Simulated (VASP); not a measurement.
Output of a VASP run:

### OSZICAR
```
       N       E                     dE             d eps       ncg     rms          rms(c)
DAV:   1     0.188250157909E+03    0.18825E+03   -0.11597E+04   812   0.186E+03
DAV:   2     0.412016873005E+01   -0.18413E+03   -0.17803E+03   908   0.421E+02
DAV:   3    -0.126976981818E+02   -0.16818E+02   -0.16742E+02   994   0.132E+02
DAV:   4    -0.130705805770E+02   -0.37288E+00   -0.37271E+00   904   0.228E+01
DAV:   5    -0.130828352543E+02   -0.12255E-01   -0.12255E-01  1024   0.410E+00    0.832E+00
DAV:   6    -0.111667504604E+02    0.19161E+01   -0.14652E+01  1204   0.361E+01    0.463E+00
DAV:   7    -0.109482658594E+02    0.21848E+00   -0.19037E+00   994   0.128E+01    0.150E+00
DAV:   8    -0.109448804661E+02    0.33854E-02   -0.39741E-01   846   0.656E+00    0.122E+00
DAV:   9    -0.109208352522E+02    0.24045E-01   -0.35186E-02   928   0.210E+00    0.219E-01
DAV:  10    -0.109212581493E+02   -0.42290E-03   -0.43832E-03   818   0.595E-01    0.141E-01
DAV:  11    -0.109210731314E+02    0.18502E-03   -0.83905E-04   890   0.309E-01    0.221E-02
DAV:  12    -0.109210769344E+02   -0.38029E-05   -0.37127E-05   896   0.504E-02    0.114E-02
DAV:  13    -0.109210757925E+02    0.11418E-05   -0.53427E-06   836   0.222E-02    0.171E-03
DAV:  14    -0.109210758451E+02   -0.52531E-07   -0.67506E-07   478   0.991E-03
   1 F= -.96539801E+01 E0= -.96539214E+01  d E =-.965398E+01
```

### OUTCAR
```
------------------------ aborting loop because EDIFF is reached ----------------------------------------
  FORCE on cell =-STRESS in cart. coord.  units (eV):
  Direction    XX          YY          ZZ          XY          YZ          ZX
  --------------------------------------------------------------------------------------
  Total        1.2720105      1.2720105      1.2720105     -0.0000000      0.0000000      0.0000000
  in kB       50.1939367     50.1939367     50.1939367     -0.0000000      0.0000000      0.0000000
  external PRESSURE =       0.1939367 kB  Pullay stress =      50.0000000 kB
  volume of cell :       40.60
      direct lattice vectors                 reciprocal lattice vectors
     0.000000000  2.727972605  2.727972605    -0.183286298  0.183286298  0.183286298
     2.727972605  0.000000000  2.727972605     0.183286298 -0.183286298  0.183286298
     2.727972605  2.727972605  0.000000000     0.183286298  0.183286298 -0.183286298
 POSITION                                       TOTAL-FORCE (eV/Angst)
 -----------------------------------------------------------------------------------
      0.00000      0.00000      0.00000         0.000000      0.000000      0.000000
      1.36399      1.36399      1.36399        -0.000000     -0.000000     -0.000000
 -----------------------------------------------------------------------------------
    total drift:                                0.000000      0.000000      0.000000
  FREE ENERGIE OF THE ION-ELECTRON SYSTEM (eV)
  ---------------------------------------------------
  free  energy   TOTEN  =       -10.9210758451 eV

  energy  without entropy=      -10.9209583891  energy(sigma->0) =      -10.92101712
  enthalpy is  TOTEN    =        -9.6539801027 eV   P V=        1.2670957424

 reached required accuracy - stopping structural energy minimisation
```
(Selected blocks of OUTCAR.)

### POSCAR
```
PbO
1
    0.0000000000     2.7279726048     2.7279726048
    2.7279726048     0.0000000000     2.7279726048
    2.7279726048     2.7279726048     0.0000000000
Pb O
1 1
Direct
  0.0000000000   0.0000000000   0.0000000000
  0.2500000000   0.2500000000   0.2500000000
```

Q: Write an INCAR and KPOINTS that could have produced this output.

A: This is not unique; one that fits is the input of the run itself, PBEsol GGA, plane waves, VASP's PBE PAW potentials (set 64).

**KPOINTS**
```
Automatic mesh
0
Gamma
8 8 8
0 0 0
```

**INCAR**
```
ALGO  =  Normal
EDIFF  =  1E-6
EDIFFG  =  -0.02
ENCUT  =  620
GGA  =  PS
IBRION  =  2
ISIF  =  3
ISMEAR  =  0
LASPH  =  .True.
LCHARG  =  .False.
LMAXMIX  =  4
LREAL  =  .False.
LWAVE  =  .False.
NELM  =  100
NSW  =  40
PREC  =  Accurate
PSTRESS  =  50
SIGMA  =  0.05
SYSTEM  =  PbO
```

POTCAR, in this order: Pb_d O (PBE.64 set). Program: vasp_std.

The structure was generated: PbO was put into the zinc blende type (F-43m), which need not be its known phase. It was relaxed first under an external pressure of 5 GPa.
